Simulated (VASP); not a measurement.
MgCdS2 (space group P4/mmm): computed properties

These are r2SCAN meta-GGA, VASP's PBE PAW potentials (set 64) (plane waves; VASP) values and carry that method's errors.

- space group: P4/mmm (123)
- cell: a = 3.7822 Å, b = 3.7822 Å, c = 5.3411 Å, α = 90.00°, β = 90.00°, γ = 90.00°
- volume per atom: 19.10 Å³/atom
- band gap (over mesh and band path): 0.70 eV
- smallest direct gap (over mesh and band path): 2.00 eV
- band-edge character without spin-orbit coupling: indirect, R to M
- band gap with spin-orbit coupling: 0.70 eV
- density: 4.36 g/cm³

Space group P4/mmm (No. 123); a = b = 3.7822 Å, c = 5.3411 Å, α = β = γ = 90.00°

```tsv
atom	site	symmetry	x	y	z
Mg	1d	4/mmm	0.5000	0.5000	0.5000
Cd	1a	4/mmm	0.0000	0.0000	0.0000
S	1b	4/mmm	0.0000	0.0000	0.5000
S	1c	4/mmm	0.5000	0.5000	0.0000
```

The structure comes from a computed database's MgCdS2 entry (P4/mmm); how it stands against other phases isn't given here. It was relaxed first. Symmetry was kept, so distortions that lower it aren't found.
